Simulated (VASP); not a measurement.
BaO (rock salt), at 0.96 of the tabulated volume:

```yaml
crystal:
  lattice:
    - [0.00000, 2.73256, 2.73256]
    - [2.73256, 0.00000, 2.73256]
    - [2.73256, 2.73256, 0.00000]
  atoms:
    - { symbol: Ba, position: [0.00000, 0.00000, 0.00000] }
    - { symbol: O, position: [0.50000, 0.50000, 0.50000] }
```

The lowest empty band near X, direction across the valley's axis, from PBE with spin-orbit coupling in VASP (PAW); its two spin partners are averaged. The gap over the points computed is 1.77 eV, and the next band on that side lies 4.30 eV away at the edge.

Settings: 520 eV cut-off, 9×9×9 Γ-centred mesh, Gaussian smearing of 0.050 eV, potentials Ba_sv O.

```
distance from the edge in k (1/Å)  distance in energy (meV)
---------------------------------  ------------------------
0.018                                                   3.5
0.025                                                   6.7
0.035                                                  13.2
0.050                                                  26.8
0.070                                                  52.3
```

Q: Fit E(1 + αE) = ħ²k²/2m* (ħ²/2m0 = 3.810 eV Å²) and predict the row at 0.095 1/Å.

A: The rows don't resolve α, so a parabola serves: the electron mass is m* = 0.356 m0, and so 96.5 meV. The run gave 95.7 meV, -0.8 meV from the fit.

Left out are points under 3 meV from the edge, since the levels carry 0.1 meV, and points farther than half the way to the next band.

The compound is BaO in the rock salt structure. The cell was not relaxed at this level.
